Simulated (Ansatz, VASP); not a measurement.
## In13As13H30 (InAs wire along [111], 26 atoms a period, H-terminated) in two plane-wave programs

Aim: how closely do two programs agree when they are given the same cell, functional and k mesh? Of the first pair: The structure shown is the start of the Ansatz relaxation below; VASP solves that cell, so the two are compared at the walk's first step.

Program: Ansatz 0.2.0. Level of theory: plane waves, with VASP 6.6.1 beside it; single point at PBE. Results are calculated unless marked as measured.

### 1. The starting structure

The cell holds 56 atoms: 13 In, 13 As and 30 H. Its edges and angles: a = 18.461 Å, b = 17.521 Å, c = 10.721 Å, α = 90.0°, β = 90.0°, γ = 90.0°. Vacuum lies along a and b. The structure's axis is c.

### 2. Ansatz: relaxation, PBE

Ansatz runs on its PAW soft_1 files.

The two programs are compared at the cell with which this relaxation starts, whose forces are those of its first step.

Input file input.yaml:

```yaml
crystal:
  lattice:
    - [18.461, 0.0, 0.0]
    - [0.0, 17.521, 0.0]
    - [0.0, 0.0, 10.7213944989]
  atoms:
    - { symbol: In, position: [0.381445176, 0.28983506, 0.0] }
    - { symbol: In, position: [0.49999214, 0.506180325, 0.0] }
    - { symbol: In, position: [0.618539103, 0.28983506, 0.0] }
    - { symbol: In, position: [0.737086066, 0.506180325, 0.0] }
    - { symbol: As, position: [0.262898213, 0.506180325, 0.25] }
    - { symbol: As, position: [0.381445176, 0.28983506, 0.25] }
    - { symbol: As, position: [0.381445176, 0.722525589, 0.25] }
    - { symbol: As, position: [0.49999214, 0.506180325, 0.25] }
    - { symbol: As, position: [0.618539103, 0.28983506, 0.25] }
    - { symbol: As, position: [0.618539103, 0.722525589, 0.25] }
    - { symbol: As, position: [0.737086066, 0.506180325, 0.25] }
    - { symbol: H, position: [0.194344522, 0.464477396, 0.298190249] }
    - { symbol: H, position: [0.262898213, 0.589586181, 0.298190249] }
    - { symbol: H, position: [0.312891485, 0.248132132, 0.298190249] }
    - { symbol: H, position: [0.312891485, 0.680822661, 0.298190249] }
    - { symbol: H, position: [0.381445176, 0.805931446, 0.298190249] }
    - { symbol: H, position: [0.449998868, 0.248132132, 0.298190249] }
    - { symbol: H, position: [0.549985411, 0.248132132, 0.298190249] }
    - { symbol: H, position: [0.618539103, 0.805931446, 0.298190249] }
    - { symbol: H, position: [0.687092794, 0.248132132, 0.298190249] }
    - { symbol: H, position: [0.687092794, 0.680822661, 0.298190249] }
    - { symbol: H, position: [0.737086066, 0.589586181, 0.298190249] }
    - { symbol: H, position: [0.805639758, 0.464477396, 0.298190249] }
    - { symbol: In, position: [0.381445176, 0.434065237, 0.333333333] }
    - { symbol: In, position: [0.49999214, 0.650410501, 0.333333333] }
    - { symbol: In, position: [0.618539103, 0.434065237, 0.333333333] }
    - { symbol: As, position: [0.381445176, 0.434065237, 0.583333333] }
    - { symbol: As, position: [0.49999214, 0.650410501, 0.583333333] }
    - { symbol: As, position: [0.618539103, 0.434065237, 0.583333333] }
    - { symbol: H, position: [0.302719002, 0.626186518, 0.611325607] }
    - { symbol: H, position: [0.49999214, 0.266167939, 0.611325607] }
    - { symbol: H, position: [0.697265278, 0.626186518, 0.611325607] }
    - { symbol: H, position: [0.312891485, 0.392362308, 0.631523582] }
    - { symbol: H, position: [0.49999214, 0.733816358, 0.631523582] }
    - { symbol: H, position: [0.687092794, 0.392362308, 0.631523582] }
    - { symbol: In, position: [0.381445176, 0.578295413, 0.666666667] }
    - { symbol: In, position: [0.49999214, 0.361950149, 0.666666667] }
    - { symbol: In, position: [0.618539103, 0.578295413, 0.666666667] }
    - { symbol: As, position: [0.381445176, 0.578295413, 0.916666667] }
    - { symbol: As, position: [0.49999214, 0.361950149, 0.916666667] }
    - { symbol: As, position: [0.618539103, 0.578295413, 0.916666667] }
    - { symbol: H, position: [0.184172038, 0.55407143, 0.94465894] }
    - { symbol: H, position: [0.262898213, 0.410398115, 0.94465894] }
    - { symbol: H, position: [0.302719002, 0.337726165, 0.94465894] }
    - { symbol: H, position: [0.302719002, 0.770416694, 0.94465894] }
    - { symbol: H, position: [0.381445176, 0.194052851, 0.94465894] }
    - { symbol: H, position: [0.460171351, 0.770416694, 0.94465894] }
    - { symbol: H, position: [0.539812928, 0.770416694, 0.94465894] }
    - { symbol: H, position: [0.618539103, 0.194052851, 0.94465894] }
    - { symbol: H, position: [0.697265278, 0.337726165, 0.94465894] }
    - { symbol: H, position: [0.697265278, 0.770416694, 0.94465894] }
    - { symbol: H, position: [0.737086066, 0.410398115, 0.94465894] }
    - { symbol: H, position: [0.815812241, 0.55407143, 0.94465894] }
    - { symbol: In, position: [0.262898213, 0.506180325, 0.0] }
    - { symbol: In, position: [0.381445176, 0.722525589, 0.0] }
    - { symbol: In, position: [0.618539103, 0.722525589, 0.0] }
kpoints:
  mp_grid: { grid: [1, 1, 8] }
scf:
  occupations: { method: fermi_dirac, width: 0.05 }
hamiltonian:
  xc: pbe
  pseudopotentials: { kind: paw, azcp: { folder: soft_1 } }
relax:
  cell: { fix: [a, b, alpha, beta, gamma] }
  max_steps: 45
  f_tol: 0.03
```

On the command line:

```bash
$ ansatz run input.yaml --threads 4 --pin off --max-ram 16384MiB --backend cpu --events-out ev --progress --plain --runs-dir out
```

Numbers of over 12 decimals in the logs are rounded to 6 here.

The program printed:

```text
Engine: ansatz 0.2.0, aarch64-unknown-linux-gnu
Pseudopotentials: kind: paw
Pseudopotential: In, paw, valence charge 13, recommended cutoff 420 eV (normal), soft_1/In.paw.azcp
Pseudopotential: As, paw, valence charge 15, recommended cutoff 420 eV (normal), soft_1/As.paw.azcp
Pseudopotential: H, paw, valence charge 1, recommended cutoff 420 eV (normal), soft_1/H.paw.azcp
Functional definition: PBE
  parameter kappa = 0.804
  parameter beta = 0.066725
  exchange = pbe_x(kappa = kappa, mu = beta*pi^2/3)
  correlation = pbe_c(beta = beta)
Crystal: 56 atoms, lattice volume = 3467.891 Å³
Basis set: ecut = 420 eV, 67797 PW (Γ), exchange–correlation on 250×240×144 points (8 copies of the dense FFT grid, shifted against one another)
Bands: 253, of which v1, the nominal top of the filled ones, is band 197 counted from 1 (196 counted from 0)
Symmetry: 2 space group operations
Space group: Pm (ITA 6), of the structure as read, at distance tolerance 1.5e-4 Å
k-points: 5 of 8 (time reversal used)
Non-local potential: In, projectors of the file, l = 0: 2, l = 1: 2, l = 2: 2, l = 3: 1
Non-local potential: As, projectors of the file, l = 0: 2, l = 1: 2, l = 2: 3, l = 3: 1
Non-local potential: H, projectors of the file, l = 0: 2, l = 1: 1
PAW form: soft (Blöchl's): semilocal exchange-correlation on the pseudo side does not see the compensation charge
PAW one-centre angular grid: In, 590 points (default); XC on 64 Gauss nodes
PAW one-centre angular grid: As, 590 points (default); XC on 64 Gauss nodes
PAW one-centre angular grid: H, 110 points (default); XC on 64 Gauss nodes
Initial density: superposition of atomic densities (neutral atoms: chi_scale 0, normalization atom)
Initial wavefunctions: pseudopotential atomic-orbital guess
Functional: x = pbe(κ = 0.804, μ = 0.219515), c = pbe(β = 0.066725)
SCF iter   1: F=—  HF=-136379.709812 eV  |F-HF|=—  |Δ(HF+E_count)|=         —  Δρ=2.82e-2  dr2=3.50e1  ethr=3.10e-3  ⟨swp⟩=6.8  Hψ=4764  notcnv=0  defer=109
preconditioner: auto → Resta (q_TF=auto, 1.899 Å⁻¹)  ε∞=1.6  [insulator: Δε(μ)=2.020 eV  Ē_g=13.176 eV  σ=0.050 eV  W_gap=1.00  n_scr=406 (ndim 8)  ℏωp=10.2 eV  f_vac=0.634  D(μ)=0.00/eV (n_scr^D=0)  ε∞_Penn≈1.6  vacuum switching on, ρ_ref=1.3e-2 e/Å³]
SCF iter   2: F=—  HF=-136369.902177 eV  |F-HF|=—  |Δ(HF+E_count)|=    9.81e0  Δρ=1.08e-2  dr2=4.76e0  ethr=3.10e-3  ⟨swp⟩=3.8  Hψ=1948  notcnv=0  defer=239
SCF iter   3: F=—  HF=-136369.003660 eV  |F-HF|=—  |Δ(HF+E_count)|=   8.99e-1  Δρ=4.11e-3  dr2=1.27e0  ethr=1.21e-3  ⟨swp⟩=4.0  Hψ=1710  notcnv=0  defer=224
SCF iter   4: F=—  HF=-136368.778634 eV  |F-HF|=—  |Δ(HF+E_count)|=   2.25e-1  Δρ=1.32e-3  dr2=1.26e-1  ethr=3.23e-4  ⟨swp⟩=5.2  Hψ=1496  notcnv=0  defer=224
SCF iter   5: F=—  HF=-136368.766120 eV  |F-HF|=—  |Δ(HF+E_count)|=   1.25e-2  Δρ=4.90e-4  dr2=9.26e-3  ethr=3.19e-5  ⟨swp⟩=3.4  Hψ=2254  notcnv=0  defer=222
SCF iter   6: F=—  HF=-136368.767697 eV  |F-HF|=—  |Δ(HF+E_count)|=   1.58e-3  Δρ=1.94e-4  dr2=1.27e-3  ethr=2.35e-6  ⟨swp⟩=2.6  Hψ=1882  notcnv=0  defer=222
SCF iter   7: F=—  HF=-136368.768394 eV  |F-HF|=—  |Δ(HF+E_count)|=   6.98e-4  Δρ=6.10e-5  dr2=3.18e-4  ethr=3.23e-7  ⟨swp⟩=2.0  Hψ=1353  notcnv=0  defer=222
SCF iter   8: F=—  HF=-136368.768460 eV  |F-HF|=—  |Δ(HF+E_count)|=   6.64e-5  Δρ=1.91e-5  dr2=2.21e-5  ethr=8.07e-8  ⟨swp⟩=2.0  Hψ=1353  notcnv=0  defer=222
SCF iter   9: F=—  HF=-136368.768339 eV  |F-HF|=—  |Δ(HF+E_count)|=   1.22e-4  Δρ=7.39e-6  dr2=3.53e-6  ethr=5.60e-9  ⟨swp⟩=2.0  Hψ=2102  notcnv=0  defer=222
SCF iter  10: F=—  HF=-136368.768341 eV  |F-HF|=—  |Δ(HF+E_count)|=   2.28e-6  Δρ=3.10e-6  dr2=6.29e-7  ethr=8.95e-10  ⟨swp⟩=2.0  Hψ=1588  notcnv=0  defer=222
SCF iter  11: F=-136368.768341 eV  HF=-136368.768341 eV  |F-HF|=2.68e-8  |Δ(HF+E_count)|=   3.84e-7  Δρ=1.15e-6  dr2=6.36e-8  ethr=2.54e-11  ⟨swp⟩=3.0  Hψ=4328  notcnv=0
SCF 1 converged in 11 iterations: F = -136368.768341 eV  dr2 = 6.36e-8
  greatest PAW one-centre occupation: 0.999 electrons in one spin orbital (limit 2), on the As atom at site 10 (counted from 0), in its partial waves of l = 2
relax step   1: F+E_penalty+E_count = -136368.76834124 eV  Δ(F+E_penalty+E_count) = +0.000e0 eV  max|allowed force component| = 1.251e0 eV/Å  Δτ_max = 0.0000 Å  P = -0.095 GPa  Ω = 3467.891 Å³  fix = [a, b, alpha, beta, gamma]  reactions: a -0.191, b -0.188 GPa; alpha -0.001 GPa/rad  (11 SCF iters, dr2 threshold 1.00e-7 eV, accepted)
Crystal: 56 atoms, lattice volume = 3471.716 Å³
Basis set: ecut = 420 eV, 67885 PW (Γ), exchange–correlation on 250×240×144 points (8 copies of the dense FFT grid, shifted against one another)
Initial density: handed on by an earlier stage of this run
Initial wavefunctions: those handed on with the density
iter 1 solved again at ethr=3.01e-4 eV; its pass at ethr=3.10e-3 eV (dr2=1.19e0 eV) is discarded
[...]
Harris-Foulkes:  -136372.788618 eV  (|F-HF|=1.75e-10)
Internal energy: -136372.788618 eV  (E = F + TS)
E sigma→0 (E₀):  -136372.788618 eV
Fermi energy:    -1.659999 eV
--- Per-component energies (eV) ---
  E_band       = -7838.603993
  E_kinetic    = 4481.203944
  E_local      = -187574.115387  (includes V_loc(G=0)·N_el)
  E_nonlocal   = -842.914777
  E_hartree    = 91814.851463
  E_xc         = -3017.426011
  E_vxc        = -2433.745338  (∫ρ·V_xc dr)
  E_paw        = -80921.163148  (= ΣΔE_a)
  E_vpaw       = -5098.711583  (= ΣTr[D̂ρ^β])
  E_aug_tail   = -0.025075  (compensation charges beyond the density's cutoff)
  E_ewald      = 39686.800373
  E_smearing   = -0.000000  (= −TS)
  E_closure    = 0.000000  (closes the sum)
  Σ components = -136372.788618   (vs F -136372.788618, Δ=0.00e0)
--- Forces (eV/Å), atoms counted from 1 ---
  atom   1  In    -0.00634404    -0.00274124    -0.00014005
  atom   2  In     0.00000000     0.00025379     0.00723941
  atom   3  In     0.00634404    -0.00274124    -0.00014005
  atom   4  In     0.00856670    -0.00889425     0.00112138
  atom   5  As    -0.00398843    -0.00792449     0.01287909
  atom   6  As    -0.00905552     0.00239601     0.01242559
  atom   7  As     0.00524677     0.00741305     0.01254271
  atom   8  As     0.00000000    -0.00125884    -0.00770412
  atom   9  As     0.00905552     0.00239601     0.01242559
  atom  10  As    -0.00524677     0.00741305     0.01254271
  atom  11  As     0.00398843    -0.00792449     0.01287909
  atom  12  H     -0.00350152     0.00069176    -0.00233690
  atom  13  H      0.00060017    -0.00702746     0.00233894
  atom  14  H      0.00043382    -0.00233528    -0.00269149
  atom  15  H      0.00662418     0.00412059     0.00037984
  atom  16  H     -0.00218959     0.00137217    -0.00243284
  atom  17  H     -0.00724037     0.00381686    -0.00091816
  atom  18  H      0.00724037     0.00381686    -0.00091816
  atom  19  H      0.00218959     0.00137217    -0.00243284
  atom  20  H     -0.00043382    -0.00233528    -0.00269149
  atom  21  H     -0.00662418     0.00412059     0.00037984
  atom  22  H     -0.00060017    -0.00702746     0.00233894
  atom  23  H      0.00350152     0.00069176    -0.00233690
  atom  24  In     0.00684968     0.00345037     0.00568034
[...]
atom  49  H     -0.00743261    -0.00533873     0.00000598
  atom  50  H      0.00139832     0.00302201    -0.00554388
  atom  51  H      0.00823797    -0.00325417    -0.00060932
  atom  52  H     -0.00399102    -0.00066476    -0.00836691
  atom  53  H      0.00126008     0.00969295    -0.00115260
  atom  54  In    -0.00856670    -0.00889425     0.00112138
  atom  55  In     0.00134396     0.01147203     0.00083389
  atom  56  In    -0.00134396     0.01147203     0.00083389
  max |Σ_I F_I| component: 2.87e-6 eV/Å
--- Stress (GPa, compression-positive) ---
        0.008788       0.000000       0.000000
        0.000000       0.007848       0.000834
        0.000000       0.000834       0.007149
  P = ⅓ Tr σ = 0.0079 GPa (0.079 kbar)
--- Relaxed structure (7 steps of the walk, 7 accepted, 1 SCFs on fresh bases) ---
  F+E_penalty+E_count = -136372.78861829 eV   max|allowed force component| = 2.129e-2 eV/Å   (the final SCF, on the basis selected at the relaxed cell)
  cell:  # Å, volume = 3441.3198 Å³
    - [18.461, 0.0, 0.0]
    - [0.0, 17.521, 0]
    - [0.0, 0, 10.639248]
  atoms:
    - { symbol: In, position: [0.385043, 0.267230, -0.022013] }
    - { symbol: In, position: [0.5, 0.506187, -0.011822] }
    - { symbol: In, position: [0.614957, 0.267230, -0.022013] }
    - { symbol: In, position: [0.753924, 0.520832, -0.022015] }
    - { symbol: As, position: [0.267704, 0.499993, 0.236059] }
    - { symbol: As, position: [0.378668, 0.297377, 0.236063] }
    - { symbol: As, position: [0.388948, 0.721314, 0.236073] }
    - { symbol: As, position: [0.5, 0.506241, 0.245245] }
    - { symbol: As, position: [0.621332, 0.297377, 0.236063] }
    - { symbol: As, position: [0.611052, 0.721314, 0.236073] }
    - { symbol: As, position: [0.732296, 0.499993, 0.236059] }
    - { symbol: H, position: [0.205180, 0.458008, 0.298948] }
    - { symbol: H, position: [0.257728, 0.573493, 0.310191] }
    - { symbol: H, position: [0.312896, 0.261246, 0.298859] }
    - { symbol: H, position: [0.323599, 0.693599, 0.310289] }
    - { symbol: H, position: [0.392155, 0.799381, 0.298880] }
    - { symbol: H, position: [0.434105, 0.251558, 0.310260] }
    - { symbol: H, position: [0.565895, 0.251558, 0.310260] }
    - { symbol: H, position: [0.607845, 0.799381, 0.298880] }
    - { symbol: H, position: [0.687104, 0.261246, 0.298859] }
    - { symbol: H, position: [0.676401, 0.693599, 0.310289] }
    - { symbol: H, position: [0.742272, 0.573493, 0.310191] }
    - { symbol: H, position: [0.794820, 0.458008, 0.298948] }
    - { symbol: In, position: [0.384988, 0.436302, 0.342818] }
    - { symbol: In, position: [0.5, 0.646216, 0.342781] }
    - { symbol: In, position: [0.615012, 0.436302, 0.342818] }
    - { symbol: As, position: [0.391414, 0.440086, 0.591551] }
    - { symbol: As, position: [0.5, 0.638247, 0.591535] }
    - { symbol: As, position: [0.608586, 0.440086, 0.591551] }
    - { symbol: H, position: [0.299905, 0.627803, 0.602946] }
    - { symbol: H, position: [0.5, 0.262602, 0.603033] }
    - { symbol: H, position: [0.700095, 0.627803, 0.602946] }
    - { symbol: H, position: [0.322135, 0.397858, 0.626929] }
    - { symbol: H, position: [0.5, 0.722548, 0.627090] }
    - { symbol: H, position: [0.677865, 0.397858, 0.626929] }
    - { symbol: In, position: [0.372445, 0.583755, 0.679053] }
    - { symbol: In, position: [0.5, 0.350907, 0.678889] }
    - { symbol: In, position: [0.627555, 0.583755, 0.679053] }
    - { symbol: As, position: [0.377425, 0.580722, 0.927188] }
    - { symbol: As, position: [0.5, 0.357056, 0.927028] }
    - { symbol: As, position: [0.622575, 0.580722, 0.927188] }
    - { symbol: H, position: [0.184112, 0.594909, 0.971439] }
    - { symbol: H, position: [0.236732, 0.426958, 0.930396] }
    - { symbol: H, position: [0.303389, 0.305739, 0.929767] }
    - { symbol: H, position: [0.269191, 0.750000, 0.971326] }
    - { symbol: H, position: [0.414776, 0.173555, 0.971475] }
    - { symbol: H, position: [0.433693, 0.785721, 0.930046] }
    - { symbol: H, position: [0.566307, 0.785721, 0.930046] }
    - { symbol: H, position: [0.585224, 0.173555, 0.971475] }
    - { symbol: H, position: [0.696611, 0.305739, 0.929767] }
    - { symbol: H, position: [0.730809, 0.750000, 0.971326] }
    - { symbol: H, position: [0.763268, 0.426958, 0.930396] }
    - { symbol: H, position: [0.815888, 0.594909, 0.971439] }
    - { symbol: In, position: [0.246076, 0.520832, -0.022015] }
    - { symbol: In, position: [0.361081, 0.730608, -0.022048] }
    - { symbol: In, position: [0.638919, 0.730608, -0.022048] }
```

(Part 1 of 3 ends here.)

[Lines on the potential files, build, host, timing and source positions are cut from VASP's logs without a mark.]

[Logs are printed without paths, hosts, clocks, repeated set-up lines and the standing remarks that a program may print on its own settings, such as how far it seeks lower states.]

[Hosts, paths, dates, database ids (printed as entryN), source tags and the programs' standing remarks are cut or masked in the printed files.]
